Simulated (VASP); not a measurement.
```
CELL_PARAMETERS angstrom
      4.28744     0.00000     0.00000
     -2.14372     3.71303     0.00000
      0.00000     0.00000     8.67641
ATOMIC_POSITIONS crystal
  La 0.33333 0.66667 0.20546
  La 0.33333 0.66667 0.79454
  Cu 0.66667 0.33333 0.00000
  Cu 0.00000 0.00000 0.00000
  I  0.00000 0.00000 0.50000
```

These are LDA (Ceperley-Alder, Perdew-Zunger), VASP's LDA PAW potentials (set 64) (plane waves; VASP) values and carry that method's errors. Settings: 300 eV cut-off, 7×7×3 Γ-centred mesh, Fermi-Dirac smearing of 0.10 eV, potentials La Cu I.

Q: Give the energies of bands 16 to 29 at the high-symmetry points, in eV from the Fermi level.

A: 
```tsv
band	Γ	M	K	A	L	H
16	-3.61	-3.63	-3.69	-3.48	-3.56	-3.66
17	-3.40	-3.50	-3.27	-3.39	-3.51	-3.25
18	-3.40	-3.26	-3.22	-3.39	-3.18	-3.24
19	-3.26	-3.11	-3.20	-3.32	-3.11	-3.17
20	-3.26	-3.03	-3.17	-3.32	-3.03	-3.13
21	-2.87	-2.74	-2.65	-2.86	-2.74	-2.65
22	-2.81	-2.57	-2.44	-2.79	-2.58	-2.48
23	-2.81	-2.41	-2.38	-2.79	-2.52	-2.39
24	-1.13	-2.06	-2.20	-2.12	-2.03	-2.20
25	0.01	-0.52	-0.15	0.23	-0.67	-0.59
26	0.36	-0.10	0.26	0.23	-0.31	0.33
27	0.36	0.09	0.64	0.59	0.69	0.35
28	1.09	1.01	0.94	0.89	0.97	0.51
29	1.23	1.31	1.06	1.20	1.06	1.27
```

It has no gap at this level: it comes out as a metal or semimetal.

The structure comes from a computed database's La2Cu2I entry (P-6m2); how it stands against other phases isn't given here. The cell was not relaxed at this level. The electron count is odd and the run is not spin-polarised, which forces a metal.
